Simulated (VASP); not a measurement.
Input:

```
CELL_PARAMETERS angstrom
      4.74607     0.00000     0.00000
      0.00000     4.74607     0.00000
      0.00000     0.00000     4.74607
ATOMIC_POSITIONS crystal
  Lu 0.50000 0.00000 0.50000
  Lu 0.00000 0.50000 0.50000
  Lu 0.50000 0.50000 0.00000
  Tl 0.00000 0.00000 0.00000
  C  0.50000 0.50000 0.50000
```

Method: PBEsol GGA, VASP's PBE PAW potentials (set 64) (plane waves; VASP). Numerical set-up: 400 eV cut-off, 5×5×5 Γ-centred mesh, Gaussian smearing of 0.14 eV, potentials Lu_3 Tl_d C.

At this cut-off the stress carries a Pulay error, which pulls relaxed volumes low.

**Question.** Give the stress tensor in GPa (positive for a compressed cell).

**Answer.** 
```
-1.91   0.00   0.00
 0.00  -1.91   0.00
 0.00   0.00  -1.91
```
The pressure is its mean diagonal, -1.91 GPa.

The structure comes from a computed database's Lu3TlC entry (Pm-3m); how it stands against other phases isn't given here. The cell was not relaxed at this level.
